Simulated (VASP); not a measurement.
Here is the system:

```
BeSe
1.0
    0.00000     2.56666     2.56666
    2.56666     0.00000     2.56666
    2.56666     2.56666     0.00000
Be Se
1 1
Direct
  0.00000   0.00000   0.00000
  0.25000   0.25000   0.25000
```

Computed with PBEsol GGA, VASP's PBE PAW potentials (set 64) (plane waves; VASP 6.6.1). Numerical set-up: 400 eV cut-off, Gaussian smearing of 0.050 eV, potentials Be Se.

Question: Estimate the band gap (along the path) with the smallest direct gap where there is one.

Answer: 
| Quantity | Value |
|---|---|
| band gap (along the path) | 2.46 eV |
| smallest direct gap (along the path) | 4.27 eV |

Only differences to runs with the same potentials and settings are physical.

The compound is BeSe in the zinc blende structure. It was relaxed first.
